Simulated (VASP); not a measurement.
A run of VASP 6.6.1:

File INCAR:

```
PREC = Accurate
ENCUT = 520
EDIFF = 1E-6
ISMEAR = -1
SIGMA = 0.01
LREAL = Auto
LASPH = T
NELM = 100
ALGO = Fast
ISIF = 2
LWAVE = F
LCHARG = T
GGA = PE
LELF = T
LVHAR = T
NBANDS = 92
NELECT = 152.0
```

The input KPOINTS:

```
Automatic mesh
0
Gamma
  3 3 3
```

File POSCAR:

```
Ba4Ti3AsO12
1.0
   -4.0060000000      4.0060000000      4.0060000000
    4.0060000000     -4.0060000000      4.0060000000
    4.0060000000      4.0060000000     -4.0060000000
Ba As Ti O
4 1 3 12
Direct
    0.5000000000      0.5000000000      0.5000000000
    0.0000000000      0.0000000000      0.5000000000
    0.0000000000      0.5000000000      0.0000000000
    0.5000000000      0.0000000000      0.0000000000
    0.0000000000      0.0000000000      0.0000000000
    0.5000000000      0.5000000000      0.0000000000
    0.5000000000      0.0000000000      0.5000000000
    0.0000000000      0.5000000000      0.5000000000
    0.0000000000      0.2396098698      0.2396098698
    0.5000000000      0.7500000000      0.2500000000
    0.5000000000      0.2500000000      0.7500000000
    0.0000000000      0.7603901302      0.7603901302
    0.2396098698      0.0000000000      0.2396098698
    0.7500000000      0.5000000000      0.2500000000
    0.7603901302      0.0000000000      0.7603901302
    0.2500000000      0.5000000000      0.7500000000
    0.2396098698      0.2396098698      0.0000000000
    0.7603901302      0.7603901302      0.0000000000
    0.7500000000      0.2500000000      0.5000000000
    0.2500000000      0.7500000000      0.5000000000
```

Potentials or basis: VASP PAW PBE potentials, release 64 (Ba_sv, As, Ti_sv, O).

The run is started by

```console
$ cat potpaw_PBE.64/Ba_sv/POTCAR potpaw_PBE.64/As/POTCAR potpaw_PBE.64/Ti_sv/POTCAR potpaw_PBE.64/O/POTCAR > POTCAR
$ mpirun -np 1 vasp_std > vasp.out
```

Hardware: 1 thread of Intel(R) Xeon(R) Platinum 8488C (Sapphire Rapids) (shared host).

Q: How long does it take, and how much memory?

A: Wall time 13 min on 1 thread of Intel(R) Xeon(R) Platinum 8488C (Sapphire Rapids), with other jobs on the host, peak memory 0.42 GiB. Counts: scf iterations 68, k points 4.
